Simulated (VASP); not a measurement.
A convergence study with VASP on ZnSe (zinc blende): one setting is varied, all else stays as given below, so the limit is that of these other settings. The cell's lengths are 1 % over those of the tabulated start and one atom is moved, so it is off equilibrium.

```yaml
crystal:
  lattice:
    - [0.00000, 2.86335, 2.86335]
    - [2.86335, 0.00000, 2.86335]
    - [2.86335, 2.86335, 0.00000]
  atoms:
    - { symbol: Zn, position: [0.00000, 0.00000, 0.00000] }
    - { symbol: Se, position: [0.23942, 0.26058, 0.26058] }
```

Calculation: LDA (Ceperley-Alder, Perdew-Zunger), VASP's LDA PAW potentials (set 64) (plane waves; VASP 6.6.1). The tightest run used: 1000 eV cut-off, 9×9×9 Γ-centred mesh, Gaussian smearing of 0.050 eV, potentials Zn Se.

Gaps are read on the run's mesh, which can miss a band edge.

| setting | E (eV/atom) | pressure (GPa) | gap on the mesh (eV) | plane waves |
|---|---|---|---|---|
| ENCUT = 150 | -0.0539 | -202.32 | 0.700 | 203 |
| ENCUT = 200 | -3.4214 | -34.55 | 0.907 | 310 |
| ENCUT = 250 | -3.6431 | -7.83 | 0.879 | 436 |

Q: These are the cheaper rows. Estimate the results at ENCUT = 1000, and how far the last row shown lies from them.

A: 
```tsv
quantity	tightest run	last row shown is off by
E (eV/atom)	-3.6534	0.0104
pressure (GPa)	-4.65	-3.18
gap on the mesh (eV)	0.882	-0.003
```

Left out are rungs that failed or repeat a setting and relaxations that didn't move; long series are thinned to 24 rows.

The compound is ZnSe in the zinc blende structure. The cell was not relaxed at this level, it is distorted from the ideal structure.
